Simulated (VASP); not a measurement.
Write the native input for VASP 6.6.1 that does the following.

```yaml
Task: single point
Functional: PBE
Potentials_or_basis: VASP PAW PBE potentials, release 64 (Au, La, Mg)
Cutoff: 520 eV
k_mesh: 3 × 3 × 3
Occupations: gaussian, width 0.1 eV
Spin: no spin polarisation
Dipole_correction: no
Further_INCAR_settings: ALGO = Fast; EDIFF = 1e-07; NBANDS = 36
```

The structure of LaMg2Au lies in POSCAR:

```
LaMg2Au
1.0
    6.0062740000      1.2590090000      0.4770970000
    0.7514640000      5.8007280000     -0.0141150000
    1.0819560000      0.4014680000      5.9255010000
Au La Mg
2 2 4
Direct
    0.2072054060      0.0926141786      0.8396157846
    0.9934174769      0.2554629781      0.2617797823
    0.6626860928      0.6097124349      0.6463310941
    0.3470838258      0.7280702037      0.2214774850
    0.8445094115      0.8080622297      0.1480313465
    0.9105634553      0.9899912547      0.6447199374
    0.4920947163      0.1504990599      0.4372383671
    0.5277905348      0.2160890348      0.9823553850
```

The cell was built by a generator and needn't be a form met in nature.

The input as run:

INCAR

```
PREC     = Accurate       # precision mode
ENCUT    = 520            # plane-wave cutoff, eV
EDIFF    = 1E-7           # SCF threshold, eV
ISMEAR   = 0              # smearing method
SIGMA    = 0.1            # smearing width, eV
LREAL    = False          # projectors in reciprocal space
LASPH    = True           # aspherical terms in the spheres
NELM     = 80             # most SCF steps
ALGO     = Fast           # electronic algorithm
ISIF     = 2              # what is computed and relaxed
LWAVE    = False          # write WAVECAR
LCHARG   = False          # write CHGCAR
GGA      = PE             # functional
NBANDS   = 36             # bands
```

KPOINTS

```
Automatic mesh
0
Gamma
  3 3 3
```

Potentials or basis: VASP PAW PBE potentials, release 64 (Au, La, Mg).

Run with:

```console
$ cat potpaw_PBE.64/Au/POTCAR potpaw_PBE.64/La/POTCAR potpaw_PBE.64/Mg/POTCAR > POTCAR
$ mpirun -np 1 vasp_std > vasp.out
```

It gave:

- Pressure: 6.0 GPa
- Largest force: 1.245 eV/Å
- Band gap on the k mesh: none (metal or under the smearing width)

Caveat: the k mesh is coarse (spacing up to 0.38 Å⁻¹), so the values aren't converged.

It took 7.6 min on 1 thread of AMD EPYC 9R45 (Zen 5) (shared host), peak memory 0.35 GiB.
